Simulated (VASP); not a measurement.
Here is the system:

```
CELL_PARAMETERS angstrom
      4.15734     0.00000     0.00000
     -2.07867     3.60036     0.00000
      0.00000     0.00000     7.67483
ATOMIC_POSITIONS crystal
  La 0.00000 0.00000 0.00000
  La 0.00000 0.00000 0.50000
  Si 0.33333 0.66667 0.25000
  Si 0.66667 0.33333 0.75000
```

The numbers are results of PBEsol GGA, VASP's PBE PAW potentials (set 64) (plane waves; VASP), not measurements. Numerical set-up: 400 eV cut-off, 10×10×5 Γ-centred mesh, tetrahedra with Blöchl corrections, potentials La Si.

Estimate the energy per atom (σ→0), band gap (on the k-mesh) with the smallest direct gap where there is one.

```json
{
  "band gap (on the k-mesh)": "none (metal, semimetal or under 0.01 eV)",
  "energy per atom (σ→0)": "-5.766 eV/atom"
}
```

The absolute energy has meaning only against runs of the same code, potentials and settings.

The structure was generated: LaSi was put into the NiAs type type (P6_3/mmc), which need not be its known phase. It was relaxed first, which changed the volume by -27 %.
